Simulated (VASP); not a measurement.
OSZICAR of a VASP run on Al35N35Si:

### OSZICAR
```
       N       E                     dE             d eps       ncg     rms          rms(c)
DAV:   1    -0.509699373989E+03   -0.50970E+03   -0.92918E-06   824   0.737E-03    0.271E-03
RMM:   2    -0.509699373814E+03    0.17498E-06   -0.12635E-06   449   0.275E-03    0.169E-03
RMM:   3    -0.509699373798E+03    0.16120E-07   -0.67367E-07   546   0.159E-03    0.843E-04
RMM:   4    -0.509699373803E+03   -0.54715E-08   -0.10276E-07   363   0.717E-04
   1 F= -.50969937E+03 E0= -.50969937E+03  d E =-.230673E-12  mag=     1.0000
```

Q: Which electronic solver shows in the log?

A: It is blocked Davidson (ALGO = Normal, or the opening steps of other solvers) and then RMM-DIIS (ALGO = Fast or VeryFast). The INCAR had ALGO = Fast.

Q: How was spin treated?

A: Collinear spin (ISPIN = 2): the summary line carries one mag value, 1.00 μB in the cell.

Q: Can the final energy be trusted as converged?

A: The run converged. It stopped with EDIFF = 1E-6, NELM = 100 (PBE GGA, plane waves, VASP's PBE PAW potentials (set 64)).  The cell is charged, with a uniform compensating background.  The supercell is sampled at Γ alone, which is coarse: total energies, pressure and levels can be off, energies of defects by several tenths of an eV.

The cell is a supercell with a defect, built from AlN (wurtzite): Si_Al-vac_N, charge -1. The total moment is imposed (NUPDOWN), so this need not be the lowest spin state.
